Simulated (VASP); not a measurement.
Input of a VASP 6.6.1 run:

Contents of INCAR:

```
ALGO = Fast
EDIFF = 1E-6
ENCUT = 520
GGA = PE
ISIF = 2
ISMEAR = -1
IVDW = 12
LASPH = T
LCHARG = F
LREAL = Auto
LWAVE = F
NBANDS = 37
NELM = 100
PREC = Accurate
SIGMA = 0.05
```

The input KPOINTS:

```
k-points
0
Gamma
  1 1 1
```

The input POSCAR:

```
MgH8Cl2O4
1.0
    5.5112720000      0.0000000000      0.0000000000
    0.0000000000      5.5112720000      0.0000000000
    0.0000000000      0.0000000000      5.5112720000
O H Mg Cl
4 8 1 2
Direct
    0.9017337558      0.6307799724      0.7311197851
   -0.0299204975      0.0720160428      0.5163054917
    0.5142007145      0.8870728935      0.4322414136
    0.5024067039      0.3627111854      0.6022929008
    0.9905154382      0.6247015208      0.5737513953
    1.0049041310      0.6683575044      0.8635937402
   -0.1622311510     -0.0553229817      0.4811593403
    0.0140258002      0.0149511764      0.6788813907
    0.4309894340      0.7606592453      0.3194362390
    0.4903768132      0.7911603710      0.5856179844
    0.6698997981      0.3591548376      0.6089338360
    0.4687665570      0.2647120302      0.7485386314
    0.2639681003      0.1921879377      0.3672473433
    0.2899875020      1.0579771784      0.9704293310
    0.1327461247      0.5609957193      0.2370777563
```

Potentials or basis: VASP PAW PBE potentials, release 64 (O, H, Mg, Cl).

Run with:

```sh
$ cat potpaw_PBE.64/O/POTCAR potpaw_PBE.64/H/POTCAR potpaw_PBE.64/Mg/POTCAR potpaw_PBE.64/Cl/POTCAR > POTCAR
$ mpirun -np 1 vasp_gam > vasp.out
```

(1) Predict the largest force.

(2) Estimate the dispersion energy per atom.

Answers

(1) 3.415 eV/Å.

(2) -0.074 eV.
